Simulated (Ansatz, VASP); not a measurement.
Ti2Te2Se in VASP and in Ansatz

```
Ti Te Se
1.0
     3.80978    0.00000    0.00000
     0.00000    3.80978    0.00000
     0.00000    0.00000    8.70685
Ti Te Se
2 2 1
Direct
  0.50000 0.00000 0.50000
  0.00000 0.50000 0.50000
  0.50000 0.50000 0.73910
  0.50000 0.50000 0.26090
  0.00000 0.00000 0.00000
```

Change from the starting cell: species swapped into the BaAs2Pd2 type (P4/mmm, No. 123).

Alike in both runs: functional PBE; k mesh 10 × 10 × 6; occupations gaussian, width 0.1 eV; no spin polarisation.

Ansatz relaxed the structure, and its values are those at the end. VASP's run is a single point on that final structure, the one shown.

|  | VASP | Ansatz |
| --- | --- | --- |
| version | VASP 6.6.1 | Ansatz 0.2.0 |
| potentials or method | VASP PAW PBE potentials, release 64 (Ti_sv, Te, Se) | scalar-relativistic, plane waves, PAW |
| plane-wave cutoff (eV) | 520 | 420 |
| valence electrons in the cell | 42 | 72 |

Ansatz gave:

```
gap on the k mesh at the Fermi level (eV) : none
pressure (GPa)                            : 0.0
rms of the force components (eV/Å)        : 0.000
```

Q: Which values does VASP return?

A: gap on the k mesh at the Fermi level (eV): none; pressure (GPa): 0.0; rms of the force components (eV/Å): 0.004.

A gap of «none» marks a metal or a gap that the smearing closes. The functional is the same, so the differences come from potentials, cutoffs and numerics. The two sets of potentials don't hold the same shells in valence.

The runs have no spin-orbit coupling, so splittings on Te are missing.
